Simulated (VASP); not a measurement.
OSZICAR of a VASP run on Rb (space group Im-3m):

File OSZICAR:
```
       N       E                     dE             d eps       ncg     rms          rms(c)
DAV:   1     0.263790061630E+02    0.26379E+02   -0.28756E+03   464   0.669E+02
DAV:   2    -0.144480465057E+02   -0.40827E+02   -0.40437E+02   496   0.139E+02
DAV:   3    -0.169230293098E+02   -0.24750E+01   -0.24695E+01   656   0.372E+01
DAV:   4    -0.170092261216E+02   -0.86197E-01   -0.84520E-01   728   0.579E+00
DAV:   5    -0.170111969615E+02   -0.19708E-02   -0.19718E-02   768   0.493E-01    0.950E-01
DAV:   6    -0.145248037849E+02    0.24864E+01   -0.12331E+00   464   0.569E+00    0.769E-01
DAV:   7    -0.136171581116E+02    0.90765E+00   -0.30543E-01   464   0.542E+00    0.602E-01
DAV:   8    -0.140864826780E+02   -0.46932E+00   -0.16248E-01   464   0.466E+00    0.411E-01
DAV:   9    -0.136309048026E+02    0.45558E+00   -0.10268E-01   464   0.358E+00    0.150E-01
DAV:  10    -0.138962827401E+02   -0.26538E+00   -0.31288E-01   528   0.437E+00    0.155E-01
DAV:  11    -0.138966948391E+02   -0.41210E-03   -0.41999E-03   760   0.569E-01    0.151E-01
DAV:  12    -0.139098128544E+02   -0.13118E-01   -0.63311E-04   600   0.279E-01    0.134E-01
DAV:  13    -0.139084875603E+02    0.13253E-02   -0.14411E-04   632   0.145E-01    0.135E-01
DAV:  14    -0.139247552223E+02   -0.16268E-01   -0.13388E-02   464   0.146E+00    0.161E-01
DAV:  15    -0.139276377354E+02   -0.28825E-02   -0.70613E-04   584   0.342E-01    0.142E-01
DAV:  16    -0.139170335271E+02    0.10604E-01   -0.10364E-02   464   0.152E+00    0.779E-02
DAV:  17    -0.139134300174E+02    0.36035E-02   -0.27844E-03   488   0.622E-01    0.942E-02
DAV:  18    -0.139129666491E+02    0.46337E-03   -0.72371E-03   464   0.747E-01    0.387E-02
DAV:  19    -0.139130288504E+02   -0.62201E-04   -0.12705E-03   480   0.407E-01    0.461E-02
DAV:  20    -0.139137117130E+02   -0.68286E-03   -0.70492E-04   496   0.271E-01    0.473E-02
DAV:  21    -0.139129257781E+02    0.78593E-03   -0.12614E-03   464   0.414E-01    0.375E-02
DAV:  22    -0.139129925176E+02   -0.66740E-04   -0.11058E-04   568   0.128E-01    0.395E-02
DAV:  23    -0.139129345986E+02    0.57919E-04   -0.16698E-05   464   0.467E-02    0.397E-02
DAV:  24    -0.139130289250E+02   -0.94326E-04   -0.94532E-05   464   0.115E-01    0.337E-02
DAV:  25    -0.139128659222E+02    0.16300E-03   -0.17369E-04   464   0.179E-01    0.239E-02
DAV:  26    -0.139127764053E+02    0.89517E-04   -0.50092E-05   464   0.533E-02    0.169E-02
DAV:  27    -0.139127732136E+02    0.31916E-05   -0.73083E-06   464   0.411E-02    0.981E-03
DAV:  28    -0.139127848791E+02   -0.11665E-04   -0.64713E-06   480   0.335E-02    0.582E-03
DAV:  29    -0.139127748450E+02    0.10034E-04   -0.44478E-06   472   0.296E-02    0.453E-03
DAV:  30    -0.139127769269E+02   -0.20819E-05   -0.21218E-06   480   0.191E-02    0.348E-03
DAV:  31    -0.139127699254E+02    0.70015E-05   -0.28506E-06   464   0.152E-02    0.374E-03
DAV:  32    -0.139127765283E+02   -0.66029E-05   -0.21581E-06   480   0.167E-02    0.399E-03
DAV:  33    -0.139127762878E+02    0.24047E-06   -0.29921E-07   512   0.641E-03
   1 F= -.13912776E+02 E0= -.13912418E+02  d E =-.139128E+02
```

**Question.** Which electronic solver shows in the log?

**Answer.** It is blocked Davidson (ALGO = Normal, or the opening steps of other solvers). The INCAR had ALGO = Normal.

**Question.** Can the final energy be trusted as converged?

**Answer.** Self-consistency was reached. It stopped with EDIFF = 1E-6, NELM = 100, NSW = 60 and EDIFFG = -0.01 after 1 ionic step (r2SCAN meta-GGA, plane waves, VASP's PBE PAW potentials (set 64)).

The structure comes from a measured Rb entry (Im-3m) of the Crystallography Open Database, whose conditions weren't checked. It was relaxed first. The start is the result of an earlier pass.
